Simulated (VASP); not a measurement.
Here is the system:

```xyz
1
Lattice="-2.1300 2.1300 2.1300 2.1300 -2.1300 2.1300 2.1300 2.1300 -2.1300" Properties=species:S:1:pos:R:3 pbc="T T T"
Na     0.0000     0.0000     0.0000
```

The numbers are results of PBE GGA, VASP's PBE PAW potentials (set 64) (plane waves; VASP), not measurements. Run with 400 eV cut-off, 9×9×9 Γ-centred mesh, first-order Methfessel-Paxton smearing of 0.10 eV, potentials Na_pv.

### Question
Estimate the energy per atom (σ→0), band gap (on the k-mesh) with the smallest direct gap where there is one.

### Answer

- band gap (on the k-mesh) = none (metal, semimetal or under 0.01 eV)
- energy per atom (σ→0) = -1.314 eV/atom

The compound is Na in the bcc structure. The cell was not relaxed at this level.
